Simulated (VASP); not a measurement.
Consider the following.

```
InP
1.0
    0.00000     2.82864     2.82864
    2.82864     0.00000     2.82864
    2.82864     2.82864     0.00000
In P
1 1
Direct
  0.00000   0.00000   0.00000
  0.25000   0.25000   0.25000
```

Computed with PBEsol GGA, VASP's PBE PAW potentials (set 64) (plane waves; VASP). Numerical set-up: 480 eV cut-off, 8×8×8 Γ-centred mesh, Gaussian smearing of 0.050 eV, potentials In_d P.

Unless said otherwise, spin-orbit coupling is left out, though it shifts the bands of the heavy elements here.

Task: What does the run give for the energy per atom (σ→0), pressure, band gap (on the k-mesh) with the smallest direct gap where there is one?

Result: 
- band gap (on the k-mesh) = 1.18 eV
- smallest direct gap (on the k-mesh) = 1.18 eV
- energy per atom (σ→0) = -4.500 eV/atom
- pressure = 9.97 GPa

Only differences to runs with the same potentials and settings are physical.

The compound is InP in the zinc blende structure. It was relaxed first under an external pressure of 10 GPa.
